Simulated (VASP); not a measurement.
An input for Ansatz (written as the equivalent of a VASP run, and not itself run):

Ansatz 0.2 input:
```yaml
crystal:
  lattice:
    - [1.9894792, -10.3320937, 0.0000000]
    - [1.9894792, 10.3320937, 0.0000000]
    - [0.0000000, 0.0000000, 3.8747351]
  atoms:
    - { symbol: Y, position: [0.4177746, 0.5822254, 0.2500000] }
    - { symbol: Y, position: [0.5822254, 0.4177746, 0.7500000] }
    - { symbol: Ge, position: [0.8110641, 0.1889359, 0.2500000] }
    - { symbol: Ge, position: [0.1889359, 0.8110641, 0.7500000] }
    - { symbol: Ge, position: [0.9605779, 0.0394221, 0.7500000] }
    - { symbol: Ge, position: [0.0394221, 0.9605779, 0.2500000] }
    - { symbol: Ge, position: [0.3090184, 0.6909816, 0.7500000] }
    - { symbol: Ge, position: [0.6909816, 0.3090184, 0.2500000] }
kpoints:
  mp_grid: { grid: [9, 9, 9] }
hamiltonian:
  xc: pbesol
  pseudopotentials: { kind: paw }
scf:
  occupations: { method: tetrahedron }
  max_iter: 100
output: { forces: true, stress: true, eigenvalues: true }
```

Q: Translate this input to VASP (INCAR, KPOINTS, POSCAR, choice of POTCAR).

A: One answer among several that fit: 
INCAR:
```
SYSTEM = YGe3
PREC = Accurate
ENCUT = 400
EDIFF = 1E-7
NELM = 100
ALGO = Normal
LREAL = .FALSE.
LASPH = .TRUE.
ISMEAR = -5
GGA = PS
LMAXMIX = 4
LWAVE = .FALSE.
LCHARG = .TRUE.
LORBIT = 11
NEDOS = 601
ISIF = 2
LEFG = .TRUE.
```

**POSCAR**
```
YGe3
10.3320940
  0.1925533435  -0.9999999690   0.0000000000
  0.1925533435   0.9999999690   0.0000000000
  0.0000000000   0.0000000000   0.3750193462
Y Ge
2 6
Direct
  0.4177746101   0.5822253899   0.2500000000
  0.5822253899   0.4177746101   0.7500000000
  0.8110640647   0.1889359353   0.2500000000
  0.1889359353   0.8110640647   0.7500000000
  0.9605778776   0.0394221224   0.7500000000
  0.0394221224   0.9605778776   0.2500000000
  0.3090183576   0.6909816424   0.7500000000
  0.6909816424   0.3090183576   0.2500000000
```

File KPOINTS:
```
Automatic mesh
0
gamma
 9 9 9
0 0 0
```

POTCAR, in this order: Y_sv Ge_d (PBE.64 set). Program: vasp_std.

The two are equivalent in intent, not identical: each code has its own PAW files, so the cut-off isn't converted (ENCUT is set for VASP's; basis.ecutwfc is left out, and Ansatz then takes the one that its files recommend); Ansatz stops its SCF on the density residual and VASP on the energy change (EDIFF); the field gradients of LEFG aren't asked of the other code.

The structure comes from a computed database's YGe3 entry (Cmcm); how it stands against other phases isn't given here. It was relaxed first.
